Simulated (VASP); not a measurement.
Level of theory: r2SCAN meta-GGA, VASP's PBE PAW potentials (set 64) (plane waves; VASP).

A VASP calculation is set up with these files.

### INCAR
```
ALGO = Normal
EDIFF = 1E-7
ENCUT = 480
ISIF = 2
ISMEAR = 0
LASPH = .TRUE.
LCHARG = .FALSE.
LMAXMIX = 4
LMIXTAU = .TRUE.
LREAL = .FALSE.
LWAVE = .FALSE.
METAGGA = R2SCAN
NELM = 100
PREC = Accurate
SIGMA = 0.05
SYSTEM = GaP
```

### KPOINTS
```
Automatic
0
G
 8 8 8
```

### POSCAR
```
GaP
1
    0.0000000000     2.7225523938     2.7225523938
    2.7225523938    -0.0000000000     2.7225523938
    2.7225523938     2.7225523938     0.0000000000
Ga P
1 1
Direct
  0.0000000000   0.0000000000   0.0000000000
  0.2500000000   0.2500000000   0.2500000000
```

POTCAR, in this order: Ga_d P (PBE.64 set). Program: vasp_std.

Output of the run:

### OSZICAR
```
       N       E                     dE             d eps       ncg     rms          rms(c)
DAV:   1     0.662900313642E+02    0.66290E+02   -0.93883E+03   770   0.197E+03
DAV:   2    -0.173855856805E+02   -0.83676E+02   -0.80623E+02   824   0.332E+02
DAV:   3    -0.236227125638E+02   -0.62371E+01   -0.62012E+01   924   0.771E+01
DAV:   4    -0.237369163003E+02   -0.11420E+00   -0.11416E+00   912   0.112E+01
DAV:   5    -0.237394865580E+02   -0.25703E-02   -0.25701E-02   907   0.145E+00    0.486E+00
DAV:   6    -0.214205985930E+02    0.23189E+01   -0.68304E-01   940   0.190E+01    0.316E+00
DAV:   7    -0.215920234123E+02   -0.17142E+00   -0.45752E-01   909   0.781E+00    0.154E+00
DAV:   8    -0.214403199668E+02    0.15170E+00   -0.11655E-01   779   0.470E+00    0.105E+00
DAV:   9    -0.214446296317E+02   -0.43097E-02   -0.19893E-01   769   0.481E+00    0.278E-01
DAV:  10    -0.214564940400E+02   -0.11864E-01   -0.15730E-01   754   0.415E+00    0.126E-01
DAV:  11    -0.214619866350E+02   -0.54926E-02   -0.60390E-03   924   0.673E-01    0.498E-02
DAV:  12    -0.214613363613E+02    0.65027E-03   -0.59626E-04   854   0.229E-01    0.659E-02
DAV:  13    -0.214623239382E+02   -0.98758E-03   -0.76639E-04   774   0.331E-01    0.250E-02
DAV:  14    -0.214623454276E+02   -0.21489E-04   -0.24993E-05   949   0.498E-02    0.289E-02
DAV:  15    -0.214623417685E+02    0.36590E-05   -0.92138E-06   784   0.406E-02    0.257E-02
DAV:  16    -0.214623541508E+02   -0.12382E-04   -0.68351E-06   754   0.367E-02    0.467E-03
DAV:  17    -0.214623545477E+02   -0.39690E-06   -0.10468E-06   889   0.109E-02    0.239E-03
DAV:  18    -0.214623536188E+02    0.92887E-06   -0.48594E-07   794   0.868E-03    0.112E-03
DAV:  19    -0.214623536365E+02   -0.17682E-07   -0.15118E-07   597   0.531E-03
   1 F= -.21462354E+02 E0= -.21462354E+02  d E =-.909952E-16
```

OUTCAR:
```
------------------------ aborting loop because EDIFF is reached ----------------------------------------
  FORCE on cell =-STRESS in cart. coord.  units (eV):
  Direction    XX          YY          ZZ          XY          YZ          ZX
  --------------------------------------------------------------------------------------
  Total        0.0602209      0.0602209      0.0602209      0.0000000      0.0000000      0.0000000
  in kB        2.3905554      2.3905554      2.3905554      0.0000000      0.0000000      0.0000000
  external PRESSURE =       2.3905554 kB  Pullay stress =       0.0000000 kB
  volume of cell :       40.36
      direct lattice vectors                 reciprocal lattice vectors
     0.000000000  2.722552394  2.722552394    -0.183651195  0.183651195  0.183651195
     2.722552394  0.000000000  2.722552394     0.183651195 -0.183651195  0.183651195
     2.722552394  2.722552394  0.000000000     0.183651195  0.183651195 -0.183651195
  FREE ENERGIE OF THE ION-ELECTRON SYSTEM (eV)
  ---------------------------------------------------
  free  energy   TOTEN  =       -21.4623536365 eV

  energy  without entropy=      -21.4623536365  energy(sigma->0) =      -21.46235364
```
(Selected blocks of OUTCAR.)

The compound is GaP in the zinc blende structure. It was relaxed first.
